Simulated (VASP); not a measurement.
Here is the system:

```xyz
2
Lattice="0.0000 2.5338 2.5338 2.5338 0.0000 2.5338 2.5338 2.5338 0.0000" Properties=species:S:1:pos:R:3 pbc="T T T"
Li     0.0000     0.0000     0.0000
Cl     2.5338     2.5338     2.5338
```

These are TPSS meta-GGA, VASP's PBE PAW potentials (set 64) (plane waves; VASP) values and carry that method's errors. Settings: 520 eV cut-off, 9×9×9 Γ-centred mesh, Gaussian smearing of 0.050 eV, potentials Li_sv Cl.

**Question.** Estimate the energy per atom (σ→0), band gap (on the k-mesh) with the smallest direct gap where there is one.

**Answer.** 
* **band gap (on the k-mesh)**: 6.70 eV
* **smallest direct gap (on the k-mesh)**: 6.70 eV
* **energy per atom (σ→0)**: -6.911 eV/atom

The compound is LiCl in the rock salt structure. It was relaxed first.
